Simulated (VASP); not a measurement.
All values below come from optB88-vdW, VASP's PBE PAW potentials (set 64) (plane waves; VASP).

VASP ran on this input.

**KPOINTS**
```
K-points
0
G
 13 13 11
```

File POSCAR:
```
TiB2
1
    1.5137953323    -2.6219704544     0.0000000000
    1.5137953323     2.6219704544     0.0000000000
    0.0000000000     0.0000000000     3.2403554269
Ti B
1 2
Direct
  0.0000000000   0.0000000000   0.0000000000
  0.3333330000   0.6666670000   0.5000000000
  0.6666670000   0.3333330000   0.5000000000
```

### INCAR
```
! general
SYSTEM    =  TiB2
PREC      =  Accurate
ENCUT     =  520
LREAL     =  .False.
LASPH     =  .True.

! electronic loop
EDIFF     =  1E-7   ! SCF stop (eV)
NELM      =  100   ! most electronic steps
ALGO      =  Normal
LMAXMIX   =  4   ! l cut-off of mixed one-centre charges

! smearing
ISMEAR    =  -5

! functional
GGA       =  BO
LUSE_VDW  =  .True.
AGGAC     =  0.0
PARAM1    =  0.1833333333
PARAM2    =  0.22

! ions
ISIF      =  2

! output
LWAVE     =  .False.
LCHARG    =  .True.
LORBIT    =  11   ! lm-projected
NEDOS     =  601

! other
LEFG      =  .True.
```

POTCAR, in this order: Ti_sv B (PBE.64 set). Program: vasp_std.

What VASP printed:

File OUTCAR:
```
 ion  position               nearest neighbor table
   1  0.000  0.000  0.000-   2 2.38   3 2.38   2 2.38   3 2.38   3 2.38   3 2.38   2 2.38   2 2.38
                             3 2.38   3 2.38   2 2.38   2 2.38
   2  0.333  0.667  0.500-   3 1.75   3 1.75   3 1.75   1 2.38   1 2.38   1 2.38   1 2.38   1 2.38
                             1 2.38
   3  0.667  0.333  0.500-   2 1.75   2 1.75   2 1.75   1 2.38   1 2.38   1 2.38   1 2.38   1 2.38
                             1 2.38
  LATTYP: Found a hexagonal cell.
 ALAT       =     3.0275906876
 C/A-ratio  =     1.0702752655
 Subroutine PRICEL returns:
 Original cell was already a primitive cell.
 Subroutine GETGRP returns: Found 24 space group operations
The static configuration has the point symmetry D_6h.
The dynamic configuration has the point symmetry D_6h.
 Subroutine INISYM returns: Found 24 space group operations
 Subroutine IBZKPT returns following result:
 Found    126 irreducible k-points:

 Following reciprocal coordinates:
            Coordinates               Weight
  0.000000  0.000000  0.000000      1.000000
  0.076923 -0.000000  0.000000      6.000000
  0.153846 -0.000000  0.000000      6.000000
  0.230769 -0.000000  0.000000      6.000000
...
```

**OSZICAR**
```
       N       E                     dE             d eps       ncg     rms          rms(c)
DAV:   1     0.133549328356E+03    0.13355E+03   -0.93310E+03  3281   0.158E+03
DAV:   2    -0.147503469231E+02   -0.14830E+03   -0.14496E+03  3336   0.395E+02
DAV:   3    -0.247361818301E+02   -0.99858E+01   -0.98745E+01  4779   0.960E+01
DAV:   4    -0.250702396215E+02   -0.33406E+00   -0.33351E+00  4158   0.162E+01
DAV:   5    -0.250798185738E+02   -0.95790E-02   -0.95734E-02  4850   0.245E+00    0.164E+01
DAV:   6    -0.198778683893E+02    0.52020E+01   -0.27747E+01  4344   0.591E+01    0.389E+00
DAV:   7    -0.198893409176E+02   -0.11473E-01   -0.20280E+00  3776   0.173E+01    0.334E+00
DAV:   8    -0.198957240921E+02   -0.63832E-02   -0.18411E-01  4570   0.396E+00    0.843E-01
DAV:   9    -0.198911452441E+02    0.45788E-02   -0.79659E-02  4306   0.388E+00    0.379E-01
DAV:  10    -0.198897809792E+02    0.13643E-02   -0.60559E-03  4225   0.105E+00    0.603E-02
DAV:  11    -0.198897495388E+02    0.31440E-04   -0.54264E-04  4630   0.290E-01    0.398E-02
DAV:  12    -0.198897559460E+02   -0.64072E-05   -0.69233E-05  4131   0.113E-01    0.917E-03
DAV:  13    -0.198897485349E+02    0.74111E-05   -0.10403E-05  4336   0.439E-02    0.298E-03
DAV:  14    -0.198897496688E+02   -0.11338E-05   -0.36773E-07  3622   0.768E-03    0.821E-04
DAV:  15    -0.198897503659E+02   -0.69709E-06   -0.71091E-08  1828   0.295E-03    0.181E-04
DAV:  16    -0.198897504023E+02   -0.36409E-07   -0.23745E-08  1748   0.139E-03
   1 F= -.19889750E+02 E0= -.19889750E+02  d E =0.000000E+00
```

File OUTCAR:
```
------------------------ aborting loop because EDIFF is reached ----------------------------------------
  FORCE on cell =-STRESS in cart. coord.  units (eV):
  Direction    XX          YY          ZZ          XY          YZ          ZX
  --------------------------------------------------------------------------------------
  Total        0.0455386      0.0455386     -0.0448076      0.0000000      0.0000000     -0.0000000
  in kB        2.8364353      2.8364353     -2.7909032      0.0000000      0.0000000     -0.0000000
  external PRESSURE =       0.9606558 kB  Pullay stress =       0.0000000 kB
  volume of cell :       25.72
      direct lattice vectors                 reciprocal lattice vectors
     1.513795332 -2.621970454  0.000000000     0.330295641 -0.190696275  0.000000000
     1.513795332  2.621970454  0.000000000     0.330295641  0.190696275  0.000000000
     0.000000000  0.000000000  3.240355427     0.000000000  0.000000000  0.308608121
 POSITION                                       TOTAL-FORCE (eV/Angst)
 -----------------------------------------------------------------------------------
      0.00000      0.00000      0.00000         0.000000     -0.000000     -0.000000
      1.51380      0.87399      1.62018        -0.000000      0.000000     -0.000000
      1.51380     -0.87399      1.62018         0.000000     -0.000000      0.000000
 -----------------------------------------------------------------------------------
    total drift:                                0.000000     -0.000000      0.000000
  FREE ENERGIE OF THE ION-ELECTRON SYSTEM (eV)
  ---------------------------------------------------
  free  energy   TOTEN  =       -19.8897504023 eV

  energy  without entropy=      -19.8897504023  energy(sigma->0) =      -19.88975040

 total charge

# of ion       s       p       d       tot
------------------------------------------
    1        2.173   6.206   2.058  10.437
    2        0.689   1.336   0.000   2.025
    3        0.689   1.336   0.000   2.025
--------------------------------------------------
tot          3.551   8.877   2.058  14.487

 Electric field gradients after diagonalization (V/A^2)
 (convention: |V_zz| > |V_xx| > |V_yy|)
----------------------------------------------------------------------
 ion       V_xx      V_yy      V_zz     asymmetry (V_yy - V_xx)/ V_zz
----------------------------------------------------------------------
   1      -9.209    -9.206    18.415       0.000
   2      -2.640    -2.640     5.280       0.000
   3      -2.640    -2.640     5.280       0.000
```
(Selected blocks of OUTCAR.)

For a metal the tetrahedron method with Blöchl corrections gives inexact stress and forces.

The compound is TiB2 in the AlB2 type structure. It was relaxed first.
